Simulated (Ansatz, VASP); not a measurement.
# Re (Rhenium): VASP beside Ansatz, part 2 of 2

One calculation is typed for both programs; each brings its own data sets. How far apart do they land? The cell is taken from a series of runs on this material, whose earlier steps may have relaxed, scaled, displaced or heated it; both programs get it as it stands.

VASP 6.6.1 and Ansatz 0.2.0.

So far: Set-up; VASP: relaxation of cell and atoms, PBE; Ansatz: relaxation of cell and atoms, PBE; Differences.

## Step 5: Ansatz: zone-centre phonons, PBE

Level of this step: Ansatz beside VASP: Kohn-Sham DFT, plane waves, PBE (Ansatz).

Second derivatives magnify differences that forces hide, and they need a tight electronic threshold.

The cell is taken from a series of runs on this material, whose earlier steps may have relaxed, scaled, displaced or heated it; both programs get it as it stands.

Input file input.yaml:

```yaml
crystal:
  lattice:
    - [2.7751949212, 0.0, 0.0]
    - [-1.3875974606, 2.4033893022, 0.0]
    - [0.0, 0.0, 4.4823088012]
  atoms:
    - { symbol: Re, position: [0.3333333333, 0.6666666667, 0.25] }
    - { symbol: Re, position: [0.6666666667, 0.3333333333, 0.75] }
kpoints:
  mp_grid: { grid: [21, 21, 12] }
hamiltonian:
  xc: pbe
  pseudopotentials: { kind: paw, azcp: { folder: soft_1 } }
scf:
  occupations: { method: methfessel_paxton, width: 0.2 }
output:
  eigenvalues: true
phonons:
  method: dfpt
```

Command:

```bash
ansatz run input.yaml --threads 4 --pin off --max-ram 8192MiB --backend cpu --events-out ev --progress --plain --runs-dir out
```

Numbers of over 12 decimals in the logs are rounded to 6 here.

Log:

```text
zone centre: on kpoints.mp_grid the ground state, and the responses unless they are solved on pairs of k-points, stand on 847 of the mesh's 5292 k-points, reduced under 4 symmetry operations, with k and −k counted as one. Each operation leaves every solved displacement unchanged or reverses it
[...]
Crystal: 2 atoms, lattice volume = 29.896 Å³
[...]
k mesh reduced under 4 symmetry operations, with k and −k counted as one. Each operation leaves every solved displacement unchanged or reverses it
  ASR residual: 3.576e-5 → 0.000e0 eV/Å²; symmetrization residual: 3.002e-13 eV/Å²
  ASR residual per site (eV/Å²): 3.58e-5 3.58e-5
  Γ frequencies (cm⁻¹): 0.00 0.00 0.00 72.67 111.52 111.52
  non-analytic LO–TO correction: not included (Born effective charges unavailable; polar crystals: no LO–TO splitting at Γ)
[key lines of the parts left out:]
SCF converged after 8 iterations
Free energy (F): -21738.598499 eV
Fermi energy:    23.585850 eV
```

## Step 6: VASP: zone-centre phonons, PBE

The same cell, functional, mesh and smearing now go to VASP, with its own data sets.

Input file INCAR:

```
SYSTEM = Re
PREC = Accurate
ENCUT = 600
EDIFF = 1E-08
NELM = 120
ISMEAR = 1
SIGMA = 0.2
LREAL = .FALSE.
ALGO = Normal
GGA = PE
NBANDS = 13
LASPH = .TRUE.
LORBIT = 11
LWAVE = .FALSE.
LCHARG = .FALSE.
ISIF = 2
IBRION = 8
GGA_COMPAT = .FALSE.
KPAR = 2
```

Input file POSCAR:

```
Re
1.0
    2.7751949212      0.0000000000      0.0000000000
   -1.3875974606      2.4033893022      0.0000000000
    0.0000000000      0.0000000000      4.4823088012
Re
2
Direct
    0.3333333334      0.6666666668      0.2500000000
    0.6666666668      0.3333333334      0.7500000000
```

Input file KPOINTS:

```
Automatic mesh
0
Gamma
21 21 12
0 0 0
```

Potentials, in the order of the species: Re (PBE family, release 64).

Command:

```bash
mpirun -np 2 vasp_std
```

Log:

```text
[... set-up lines as in an earlier step ...]
 entering main loop
       N       E                     dE             d eps       ncg     rms          rms(c)
DAV:   1     0.324116049199E+02    0.32412E+02   -0.73049E+03 16556   0.145E+03
DAV:   2    -0.233696162712E+02   -0.55781E+02   -0.47318E+02 14718   0.324E+02
DAV:   3    -0.262303020788E+02   -0.28607E+01   -0.25563E+01 15436   0.945E+01
DAV:   4    -0.262804922336E+02   -0.50190E-01   -0.49013E-01 13952   0.701E+00
[...]
DAV:  13    -0.248530144126E+02   -0.18461E-07   -0.78453E-10  8343   0.154E-03    0.137E-04
DAV:  14    -0.248530143810E+02    0.31560E-07   -0.12323E-09  7568   0.921E-04    0.145E-04
DAV:  15    -0.248530143756E+02    0.54904E-08   -0.72502E-10  7048   0.137E-03
   1 F= -.24853014E+02 E0= -.24853172E+02  d E =0.473320E-03
 Linear response reoptimize wavefunctions to high precision
DAV:   1    -0.248530143801E+02   -0.45062E-08   -0.48014E-10  8326   0.683E-04
DAV:   2    -0.248530143801E+02   -0.23647E-10   -0.37746E-10  7013   0.847E-04
 Linear response DOF=           2
 Linear response progress:
[...]
RMM:   9    -0.141315537877E+00    0.14108E-05   -0.39850E-08 91021   0.103E-03    0.853E-05
RMM:  10    -0.141315404089E+00    0.13379E-06   -0.37728E-08 98667   0.513E-04    0.216E-05
RMM:  11    -0.141315403082E+00    0.10079E-08   -0.36241E-08 94080   0.447E-04    0.666E-06
 first order change of Fermi-energy  -0.16460E-04
 force on displaced ion       1 direction 1 :  -4.131   0.000   0.000
 Linear response progress:
  Degree of freedom:   2/  2
       N       E                     dE             d eps       ncg     rms          rms(c)
RMM:   1    -0.108950058856E+00   -0.10895E+00   -0.58457E+00 13582   0.155E+02
RMM:   2    -0.183247543816E+00   -0.74297E-01   -0.60344E-02 28657   0.323E+00    0.203E-01
RMM:   3    -0.184391545772E+00   -0.11440E-02   -0.43425E-03 29622   0.642E-01    0.117E-01
RMM:   4    -0.184742521086E+00   -0.35098E-03   -0.78425E-04 31761   0.194E-01    0.519E-02
[...]
RMM:  16    -0.185024600378E+00   -0.24243E-08   -0.17026E-07 34006   0.422E-04    0.284E-07
RMM:  17    -0.185024597280E+00    0.30985E-08   -0.16281E-07 35098   0.420E-04    0.194E-07
RMM:  18    -0.185024597800E+00   -0.52044E-09   -0.15723E-07 35949   0.421E-04    0.979E-08
 first order change of Fermi-energy   0.88822E-04
 force on displaced ion       1 direction 3 :  -0.000   0.000  -1.315
 Linear response finished
```

OUTCAR, selected parts (step 6):

```text
  Total       -0.0700298     -0.0700298     -0.1008737     -0.0000000     -0.0000000     -0.0000000
  in kB       -3.7529594     -3.7529594     -5.4059134     -0.0000000     -0.0000000     -0.0000000
  external PRESSURE =      -4.3039441 kB  Pullay stress =       0.0000000 kB

 POSITION                                       TOTAL-FORCE (eV/Angst)
 -----------------------------------------------------------------------------------
      0.00000      1.60226      1.12058         0.000000     -0.000000      0.000000
      1.38760      0.80113      3.36173        -0.000000      0.000000      0.000000
 -----------------------------------------------------------------------------------
    total drift:                               -0.000000     -0.000000      0.000000

[... 1 part as in an earlier step ...]

[... 1 further part left out ...]
```

## Step 7: Comparison

What differs besides the data sets and the points named for the pairs above, as far as they apply: the data sets hold 30 valence electrons in Ansatz (on its PAW soft_1 files) and 14 in VASP. Total energies have different zeros and are not compared.

Compared:

```
                  quantity  Ansatz   VASP  difference
     optical mode 1 (cm⁻¹)    72.7   62.0    +17.26 %
optical mode 2 to 3 (cm⁻¹)   111.5  109.8     +1.52 %
```

Modes are paired by rising frequency, not by their patterns, so a pair may set unlike modes beside each other; they are those without the splitting of longitudinal modes.

## Step 8: Further runs

Further runs change the set-up of one program: Ansatz's method, potentials or start, or VASP's data sets, cutoff or form of LDA. The table gives Ansatz less VASP for each quantity, since a change that brings one quantity closer may part another.

```
                                                    run  optical mode 1 (%)  optical mode 2 to 3 (%)
                                               as above                  17                      1.5
VASP with the data sets Re_sv_GW and a cutoff of 500 eV                0.10                    0.087
```

## Step 9: Results

* difference in volume (relaxation of cell and atoms, PBE): 0.12 %
* r.m.s. difference of the optical zone-centre modes, each program's sorted by frequency (zone-centre phonons, PBE): 6.3 cm⁻¹
* difference in optical mode 1 (zone-centre phonons, PBE): +17.3 %

**Reading.** The difference in volume is 0.12 % (relaxation of cell and atoms, PBE), within the 1.2 % picked in this series as the mark of a large difference, as far as the stopping tolerances let one tell. The data sets hold unlike numbers of valence electrons (30 in Ansatz and 14 in VASP), so part of the differences comes from the potentials. Among the rows given in per cent, the largest difference of the zone-centre phonons, PBE pair is in optical mode 1, +17.3 %. Zone-centre phonons, PBE, VASP with the data sets Re_sv_GW and a cutoff of 500 eV: the difference in optical mode 1 goes from 17 to 0.10 %; the difference in optical mode 2 to 3 goes from 1.5 to 0.087 %. Such differences can come from data sets, numerical settings and the points named under the comparisons, not from the functional's error against experiment.

[Lines on the potential files, build, host, timing and source positions are cut from VASP's logs without a mark.]

[Logs are printed without paths, hosts, clocks, repeated set-up lines and the standing remarks that a program may print on its own settings, such as how far it seeks lower states.]

[Hosts, paths, dates, database ids (printed as entryN), source tags and the programs' standing remarks are cut or masked in the printed files.]
